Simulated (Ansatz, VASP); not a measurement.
# H5C4N (liquid pyrrole at 300 K) in two plane-wave programs, part 2 of 2

One calculation is typed for both programs; each brings its own data sets. How far apart do they land? The cell is taken from a series of runs on this material, whose earlier steps may have relaxed, scaled, displaced or heated it; both programs get it as it stands.

VASP 6.6.1 and Ansatz 0.2.0.

So far: The starting structure; Ansatz: single point, PBE with D3(BJ).

### Step 3. VASP: single point, PBE with D3(BJ)

Level of this step: PBE with D3(BJ); plane waves and PAW (C, N, H) (VASP).

The same cell, functional, mesh and smearing now go to VASP, with its own data sets.

Lines of VASP's logs that name or quote its potential files are left out, and so is its time.

Input file INCAR:

```
SYSTEM = H5C4N
PREC = Accurate
ENCUT = 600
EDIFF = 1E-06
NELM = 120
ISMEAR = 0
SIGMA = 0.05
LREAL = Auto
ALGO = Normal
GGA = PE
IVDW = 12
NBANDS = 300
LORBIT = 11
LWAVE = .FALSE.
LCHARG = .FALSE.
ISIF = 2
LASPH = .TRUE.
GGA_COMPAT = .FALSE.
EFERMI = MIDGAP
```

Input file POSCAR:

```
H5C4N
1.0
   11.9879300000      0.0000000000      0.0000000000
    0.0000000000     11.9879300000      0.0000000000
    0.0000000000      0.0000000000     11.9879300000
C N H
60 15 75
Direct
    0.3955400000      0.4471400000      0.2983600000
    0.3471100000      0.5074000000      0.2105700000
    0.2829300000      0.5906300000      0.2525700000
    0.3501100000      0.4804400000      0.3960800000
    0.6340200000      0.1201100000      0.8422100000
    0.6496300000      0.2395900000      0.8490600000
    0.7640000000      0.2561800000      0.8200700000
    0.7317100000      0.0745800000      0.8054600000
    0.9727600000      0.9606700000      0.6916000000
    0.0053100000      0.0683200000      0.6585700000
    0.0653500000      0.1135400000      0.7475700000
    0.0189200000      0.9356800000      0.7938900000
    0.6787300000      0.6536800000      0.6645200000
    0.6668400000      0.7511900000      0.7276100000
    0.7136000000      0.7292600000      0.8292700000
    0.7458900000      0.5790400000      0.7231800000
    0.9272600000      0.1374000000      0.0553000000
    0.0400000000      0.1615500000      0.0728300000
    0.0582200000      0.2063000000      0.1751600000
    0.8725600000      0.1764000000      0.1443700000
    0.9595100000      0.3999400000      0.5458300000
    0.9548200000      0.4616800000      0.4464500000
    0.0427300000      0.4274100000      0.3814000000
    0.0539000000      0.3378400000      0.5428800000
    0.3172400000      0.8260200000      0.5379000000
    0.2115000000      0.7894300000      0.5073600000
    0.1875600000      0.6977200000      0.5736800000
    0.3591100000      0.7513100000      0.6187700000
    0.3054600000      0.9245700000      0.0208800000
    0.3474700000      0.0194900000      0.9705300000
[... 114 atom lines left out ...]
    0.0082500000      0.3289500000      0.8916800000
    0.1385200000      0.1067600000      0.4510300000
    0.2258200000      0.0106500000      0.2576800000
    0.4358700000      0.0849300000      0.2379900000
    0.4785300000      0.1933800000      0.4102900000
    0.3275100000      0.2059000000      0.5475100000
```

Input file KPOINTS:

```
Automatic mesh
0
Gamma
1 1 1
0 0 0
```

The projector-augmented-wave data sets are C, N and H (PBE family, release 64).

Started as:

```sh
export OMP_NUM_THREADS=3
mpirun -np 1 vasp_gam
```

Numbers of over 12 decimals in the logs are rounded to 6 here.

Log:

```text
[banner, memory and clock lines left out]
running    1 mpi-ranks, on    1 nodes
[...]
Offloading initialized ...    1 GPUs detected
[...]
LDA part: xc-table for (Slater+PW92), standard interpolation
 POSCAR, INCAR and KPOINTS ok, starting setup
[...]
entering main loop
       N       E                     dE             d eps       ncg     rms          rms(c)
DAV:   1     0.299211533423E+04    0.29921E+04   -0.21339E+05   608   0.133E+03
DAV:   2    -0.638243858044E+03   -0.36304E+04   -0.34531E+04   764   0.296E+02
DAV:   3    -0.101518396668E+04   -0.37694E+03   -0.37325E+03   768   0.971E+01
DAV:   4    -0.102525099004E+04   -0.10067E+02   -0.10026E+02   752   0.182E+01
[...]
DAV:  16    -0.932513220044E+03    0.17199E-04   -0.47795E-05   712   0.226E-02    0.707E-03
DAV:  17    -0.932513219026E+03    0.10187E-05   -0.28548E-05   752   0.129E-02    0.427E-03
DAV:  18    -0.932513218122E+03    0.90390E-06   -0.31845E-06   648   0.459E-03
   1 F= -.94086424E+03 E0= -.94086424E+03  d E =0.000000E+00
```

OUTCAR, selected parts (step 3):

```text
  FREE ENERGIE OF THE ION-ELECTRON SYSTEM (eV)
  ---------------------------------------------------
  free  energy   TOTEN  =      -940.8642378282 eV

  energy  without entropy=     -940.8642378282  energy(sigma->0) =     -940.86423783
```

The run ends at a pressure of 1.55 GPa, with forces up to 4.2 eV/Å.

### Step 4. Differences

Known differences besides the potentials themselves: the cutoff is 420 eV in Ansatz and 600 eV in VASP (PREC = Accurate, projectors in real space). Total energies have different zeros and are not compared.

Both answers:

| quantity | Ansatz | VASP | difference |
| --- | --- | --- | --- |
| pressure (GPa) | 1.58 | 1.55 | +0.03 |
| gap on the k mesh (eV) | 3.685 | 3.688 | -0.003 |

Forces on 10 of the 150 atoms, those with the largest forces and the largest differences (eV/Å; atoms numbered as in POSCAR):

```csv
atom,"Ansatz x, y, z","VASP x, y, z"
C28,"1.532, 2.761, -1.676","1.608, 2.781, -1.657"
C33,"3.020, -0.700, 1.588","3.073, -0.705, 1.609"
C37,"4.094, -0.387, -0.786","4.143, -0.358, -0.786"
C47,"-2.547, 0.883, 2.562","-2.494, 0.878, 2.501"
C58,"-2.950, -0.826, -1.652","-2.984, -0.859, -1.677"
N66,"2.153, -2.548, 1.758","2.233, -2.605, 1.734"
N68,"0.815, 1.591, 1.361","0.800, 1.546, 1.270"
N70,"0.908, -0.526, -1.287","0.815, -0.529, -1.234"
N71,"-1.824, 1.195, -2.794","-1.736, 1.212, -2.750"
N74,"-0.240, -0.336, -1.202","-0.237, -0.401, -1.122"
```

The forces differ by 31 meV/Å r.m.s., which is 3.3 % of the r.m.s. force of 0.944 eV/Å (both taken over all components). A gap on the mesh is an upper bound, since the band edges may lie between its points.

### Step 5. Outcome

| Property | Result |
| --- | --- |
| r.m.s. force difference (single point, PBE with D3(BJ)) | 3.3 % of the r.m.s. force |

**Reading.** The r.m.s. force difference is 3.3 % of the r.m.s. force (single point, PBE with D3(BJ)), beyond the 3 % picked in this series as the mark of a large difference. What causes the difference of the single point, PBE with D3(BJ) pair stays open here. How closely two codes agree says nothing of how well the functional describes the real material.

[Lines on the potential files, build, host, timing and source positions are cut from VASP's logs without a mark.]

[Logs are printed without paths, hosts, clocks, repeated set-up lines and the standing remarks that a program may print on its own settings, such as how far it seeks lower states.]

[Hosts, paths, dates, database ids (printed as entryN), source tags and the programs' standing remarks are cut or masked in the printed files.]
